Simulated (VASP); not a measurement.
Input of a VASP 6.6.1 run:

The input INCAR:

```
  ALGO = Normal
  EDIFF = 1E-6
  ENCUT = 520
  GGA = PS
  ISIF = 2
  ISMEAR = 0
  ISPIN = 2
  LASPH = True
  LCHARG = False
  LDAU = True
  LDAUJ = 0 0
  LDAUL = 2 -1
  LDAUPRINT = 1
  LDAUTYPE = 2
  LDAUU = 2 0
  LMAXMIX = 4
  LORBIT = 11
  LREAL = False
  LWAVE = False
  MAGMOM = 0 0
  NELM = 100
  PREC = Accurate
  SIGMA = 0.05
```

File KPOINTS:

```
k-points
0
Gamma
  6 6 5
```

File POSCAR:

```
TeRu
1.0
    3.7950828900      0.0000000000      0.0000000000
   -1.8975414500      3.2866381900      0.0000000000
    0.0000000000      0.0000000000      3.7038128800
Ru Te
1 1
Direct
    0.0000000000      0.0000000000      0.0000000000
    0.6666666667      0.3333333333      0.5000000000
```

Potentials or basis: VASP PAW PBE potentials, release 64 (Ru_pv, Te).

The run is started by

```console
$ cat potpaw_PBE.64/Ru_pv/POTCAR potpaw_PBE.64/Te/POTCAR > POTCAR
$ mpirun -np 1 vasp_std > vasp.out
```

Task: Estimate the band gap on the k mesh.

Result: None (metal or under the smearing width).

Task: Estimate the net moment.

Result: 0.00 μB per cell.

Task: Estimate the pressure.

Result: -18.2 GPa.

Stress tensor (GPa, compression positive):
```
-15.84   0.00   0.00
  0.00 -15.84   0.00
  0.00   0.00 -22.99
```

Caveat: the PAW data sets were made with another functional, which shifts forces and pressure a little; the U is typed as a test and isn't derived for this compound. Spin-orbit coupling is left out, which matters for the levels of Te.
